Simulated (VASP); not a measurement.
Calculation: PBE GGA, VASP's PBE PAW potentials (set 64) (plane waves; VASP).

VASP ran on this input.

**INCAR**
```
ALGO = Normal
EDIFF = 1E-6
EDIFFG = -0.02
ENCUT = 500
GGA = PE
IBRION = 2
ISIF = 3
ISMEAR = 0
LASPH = T
LCHARG = F
LREAL = F
LWAVE = F
NELM = 100
NSW = 40
PREC = Accurate
PSTRESS = 450
SIGMA = 0.05
SYSTEM = MgS
```

File KPOINTS:
```
Automatic mesh
0
Gamma
9 9 9
0 0 0
```

**POSCAR**
```
MgS
1
    0.0000000000     2.4085369437     2.4085369437
    2.4085369437     0.0000000000     2.4085369437
    2.4085369437     2.4085369437     0.0000000000
Mg S
1 1
Direct
  0.0000000000   0.0000000000   0.0000000000
  0.5000000000   0.5000000000   0.5000000000
```

POTCAR, in this order: Mg S (PBE.64 set). Program: vasp_std.

The run wrote:

File OSZICAR:
```
       N       E                     dE             d eps       ncg     rms          rms(c)
DAV:   1     0.205606618522E+02    0.20561E+02   -0.37650E+03   592   0.797E+02
DAV:   2    -0.768031189602E+01   -0.28241E+02   -0.26464E+02   824   0.108E+02
DAV:   3    -0.827336857732E+01   -0.59306E+00   -0.59306E+00   656   0.214E+01
DAV:   4    -0.827537715549E+01   -0.20086E-02   -0.20086E-02   976   0.138E+00
DAV:   5    -0.827537839374E+01   -0.12382E-05   -0.12382E-05   664   0.279E-02    0.575E+00
DAV:   6    -0.796379147978E+01    0.31159E+00   -0.67665E-01   560   0.448E+00    0.459E+00
DAV:   7    -0.792021012059E+01    0.43581E-01   -0.24951E-01   632   0.286E+00    0.274E+00
DAV:   8    -0.792064163774E+01   -0.43152E-03   -0.92068E-03   680   0.810E-01    0.847E-01
DAV:   9    -0.792057218136E+01    0.69456E-04   -0.24119E-04   736   0.146E-01    0.181E-01
DAV:  10    -0.792059699761E+01   -0.24816E-04   -0.47068E-05   808   0.546E-02    0.970E-03
DAV:  11    -0.792059532215E+01    0.16755E-05   -0.89906E-06   664   0.169E-02    0.565E-03
DAV:  12    -0.792059531116E+01    0.10991E-07   -0.14404E-07   400   0.350E-03
   1 F= -.72001319E-01 E0= -.72001319E-01  d E =-.720013E-01
       N       E                     dE             d eps       ncg     rms          rms(c)
DAV:   1    -0.716538480879E+01    0.75521E+00   -0.20942E+01   736   0.343E+01    0.122E+01
DAV:   2    -0.643325751802E+01    0.73213E+00   -0.14944E+00   576   0.771E+00    0.390E+00
DAV:   3    -0.629595736148E+01    0.13730E+00   -0.54363E-01   592   0.450E+00    0.344E+00
DAV:   4    -0.629614640416E+01   -0.18904E-03   -0.31100E-03   640   0.543E-01    0.342E+00
DAV:   5    -0.629605123407E+01    0.95170E-04   -0.13017E-05   824   0.343E-02    0.329E+00
DAV:   6    -0.629303639003E+01    0.30148E-02   -0.37664E-03   568   0.486E-01    0.188E+00
DAV:   7    -0.629307401572E+01   -0.37626E-04   -0.47760E-05   648   0.627E-02    0.100E+00
DAV:   8    -0.629308863110E+01   -0.14615E-04   -0.93754E-06   648   0.333E-02    0.442E-01
DAV:   9    -0.629309302702E+01   -0.43959E-05   -0.28893E-06   600   0.198E-02    0.105E-01
DAV:  10    -0.629309309355E+01   -0.66535E-07   -0.10696E-06   344   0.106E-02
   2 F= 0.14413624E+00 E0= 0.14413624E+00  d E =0.216138E+00
       N       E                     dE             d eps       ncg     rms          rms(c)
DAV:   1    -0.783848865382E+01   -0.15454E+01   -0.78988E+00   624   0.189E+01    0.539E+00
DAV:   2    -0.753832725204E+01    0.30016E+00   -0.70943E-01   568   0.528E+00    0.220E+00
DAV:   3    -0.748706672282E+01    0.51261E-01   -0.24239E-01   600   0.288E+00    0.111E+00
DAV:   4    -0.748670502507E+01    0.36170E-03   -0.16998E-03   640   0.378E-01    0.949E-01
DAV:   5    -0.748586325715E+01    0.84177E-03   -0.70672E-04   592   0.237E-01    0.175E-01
DAV:   6    -0.748585026123E+01    0.12996E-04   -0.15128E-05   736   0.385E-02    0.604E-02
DAV:   7    -0.748585053150E+01   -0.27027E-06   -0.79170E-07   536   0.724E-03
   3 F= -.17017595E+00 E0= -.17017595E+00  d E =-.981746E-01
       N       E                     dE             d eps       ncg     rms          rms(c)
DAV:   1    -0.746787648832E+01    0.17974E-01   -0.31366E-03   696   0.391E-01    0.114E-01
DAV:   2    -0.746775616281E+01    0.12033E-03   -0.27745E-04   576   0.102E-01    0.418E-02
DAV:   3    -0.746773714297E+01    0.19020E-04   -0.93077E-05   624   0.569E-02    0.303E-02
DAV:   4    -0.746773739430E+01   -0.25133E-06   -0.58377E-07   424   0.725E-03
   4 F= -.17031368E+00 E0= -.17031368E+00  d E =-.983124E-01
```

### OUTCAR
```
------------------------ aborting loop because EDIFF is reached ----------------------------------------
  FORCE on cell =-STRESS in cart. coord.  units (eV):
  Direction    XX          YY          ZZ          XY          YZ          ZX
  --------------------------------------------------------------------------------------
  Total        7.2894561      7.2894561      7.2894561      0.0000000      0.0000000     -0.0000000
  in kB      449.5086713    449.5086713    449.5086713      0.0000000      0.0000000     -0.0000000
  external PRESSURE =      -0.4913287 kB  Pullay stress =     450.0000000 kB
  volume of cell :       25.98
      direct lattice vectors                 reciprocal lattice vectors
    -0.000000000  2.350783022  2.350783022    -0.212695087  0.212695087  0.212695087
     2.350783022  0.000000000  2.350783022     0.212695087 -0.212695087  0.212695087
     2.350783022  2.350783022  0.000000000     0.212695087  0.212695087 -0.212695087
 POSITION                                       TOTAL-FORCE (eV/Angst)
 -----------------------------------------------------------------------------------
      2.35078      2.35078      4.70157        -0.000000     -0.000000     -0.000000
      2.35078      2.35078      2.35078         0.000000      0.000000      0.000000
 -----------------------------------------------------------------------------------
    total drift:                                0.000000      0.000000     -0.000000
  FREE ENERGIE OF THE ION-ELECTRON SYSTEM (eV)
  ---------------------------------------------------
  free  energy   TOTEN  =        -7.4677373943 eV

  energy  without entropy=       -7.4677373943  energy(sigma->0) =       -7.46773739
  enthalpy is  TOTEN    =        -0.1703136805 eV   P V=        7.2974237138

 reached required accuracy - stopping structural energy minimisation
```
(Selected blocks of OUTCAR.)

CONTCAR:
```
MgS
   1.00000000000000
    -0.0000000000000000    2.3507830223760862    2.3507830223760862
     2.3507830223760862    0.0000000000000000    2.3507830223760862
     2.3507830223760862    2.3507830223760862    0.0000000000000000
  Mg              S
     1     1
Direct
     1.0000000000000000    1.0000000000000000    0.0000000000000000
     0.5000000000000000    0.5000000000000000    0.5000000000000000
```

Energy and stress use the plane-wave basis of the starting cell.

The compound is MgS in the rock salt structure. This run relaxes it under an external pressure of 45 GPa. Symmetry was kept, so distortions that lower it aren't found.
